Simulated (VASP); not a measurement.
Input:

```
CELL_PARAMETERS angstrom
      3.54110     0.00000     0.00000
     -1.77055     3.06668     0.00000
      0.00000     0.00000     3.45594
ATOMIC_POSITIONS crystal
  Nb 0.00000 0.00000 0.00000
  As 0.66667 0.33333 0.50000
```

The numbers are results of PBE GGA, VASP's PBE PAW potentials (set 64) (plane waves; VASP), not measurements. Run with 450 eV cut-off, 8×8×7 Γ-centred mesh, Gaussian smearing of 0.050 eV, potentials Nb_sv As.

**Question.** Give the stress tensor in GPa (positive for a compressed cell).

**Answer.** 
```
-8.13   0.00   0.00
 0.00  -8.13   0.00
 0.00   0.00  -5.41
```
The pressure is its mean diagonal, -7.22 GPa.

The structure was generated: NbAs was put into the WC type (P-6m2), which need not be its known phase. The cell was not relaxed at this level. The run is one of a series of settings (ENCUT = 450 against the base run), some of them coarse on purpose.
